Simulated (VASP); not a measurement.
The system is InP.

```
CELL_PARAMETERS angstrom
0.00000 2.95198 2.95198
2.95198 0.00000 2.95198
2.95198 2.95198 0.00000
ATOMIC_POSITIONS crystal
In 0.00000 0.00000 0.00000
P 0.25000 0.25000 0.25000
```

The cell was built by a generator and isn't the measured one.

| Quantity | Value |
| --- | --- |
| Program | VASP 6.6.1 |
| Task | relaxation of cell and atoms |
| Functional | PBE |
| Potentials or basis | VASP PAW PBE potentials, release 64 (In_d, P) |
| Cutoff | 600 eV |
| k mesh | 10 × 10 × 10 |
| Occupations | gaussian, width 0.02 eV |
| Spin | no spin polarisation |

At the start: pressure 1.8 GPa; volume 25.72 Å³/atom.

Task: Where does the relaxation end?

Result: Over 5 steps the energy falls by 3.9 meV/atom and the volume is 26.45 Å³/atom (+2.8 %); space group F-43m (No. 216, to 0.05 Å).

The path:
```
step  energy change (eV)  largest force (eV/Å)  pressure (GPa)  volume (Å³)
   1              0.0000                0.0000            1.77        51.45
   2             -0.0060                0.0000           -0.75        53.59
   3             -0.0077                0.0000            0.03        52.89
   4             -0.0077                0.0000           -0.02        52.92
   5             -0.0077                0.0000            0.01        52.89
```

Final structure:
```xyz
2
Lattice="0.0000 2.9794 2.9794 2.9794 0.0000 2.9794 2.9794 2.9794 0.0000" Properties=species:S:1:pos:R:3 pbc="T T T"
In    2.9794    2.9794    0.0000
P     1.4897    1.4897    1.4897
```
